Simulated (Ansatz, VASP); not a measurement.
## ScSi2: VASP beside Ansatz

```xyz
3
Lattice="3.6600 0.0000 0.0000 -1.8300 3.1697 0.0000 0.0000 0.0000 3.8700" Properties=species:S:1:pos:R:3 pbc="T T T"
Sc    0.0000    0.0000    0.0000
Si    0.0000    2.1131    1.9350
Si    1.8300    1.0566    1.9350
```

Alike in both runs: task single point; functional PBE; k mesh 10 × 10 × 8; occupations fermi-dirac, width 0.05 eV; no spin polarisation.

|  | VASP | Ansatz |
| --- | --- | --- |
| version | VASP 6.6.1 | Ansatz 0.2.0 |
| potentials or method | VASP PAW PBE potentials, release 64 (Sc_sv, Si), cutoff 520 eV | all-electron LAPW, scalar-relativistic |

|  | VASP | Ansatz | Ansatz less VASP |
| --- | --- | --- | --- |
| pressure (GPa) | 25.2 | 25.1 | -0.11 |
| largest component of the traceless stress (GPa) | 23.68 | 23.80 | +0.117 |

Ansatz ran all-electron here, so the differences hold the error of VASP's frozen core and of both bases.

Caveats: so large a pressure means that the cell lies far from this level's equilibrium, or that cutoff or potentials fall short (VASP).
